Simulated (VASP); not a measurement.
Here is the system:

```xyz
2
Lattice="3.8981 0.0000 0.0000 -1.9491 3.3759 0.0000 0.0000 0.0000 3.8044" Properties=species:S:1:pos:R:3 pbc="T T T"
Na     0.0000     0.0000     0.0000
Cl     1.9491     1.1253     1.9022
```

Level of theory: PBE GGA, VASP's PBE PAW potentials (set 64) (plane waves; VASP 6.6.1). Run with 300 eV cut-off, 10×10×9 Γ-centred mesh, Gaussian smearing of 0.14 eV, potentials Na_pv Cl.

Q: Give the energies of bands 5 to 10 at the high-symmetry points, in eV from the valence-band maximum.

A: 
```
band      Γ      M      K      A      L      H
----  -----  -----  -----  -----  -----  -----
5     -0.47  -1.91  -1.46  -2.18  -1.57  -1.49
6     -0.15  -0.49  -1.34   0.00  -1.49  -1.09
7     -0.15  -0.25  -0.23   0.00  -0.34  -1.07
8      4.17   6.72   8.31   7.33   6.24   6.96
9      8.95   8.84   8.48   7.91   8.88   7.74
10    11.20   9.30   9.06  12.10  10.66  10.68
```

The gap is indirect, 4.17 eV, from the valence maximum at A to the conduction minimum at Γ.

The structure was generated: NaCl was put into an ordered model structure, which need not be its known phase. The cell was not relaxed at this level.
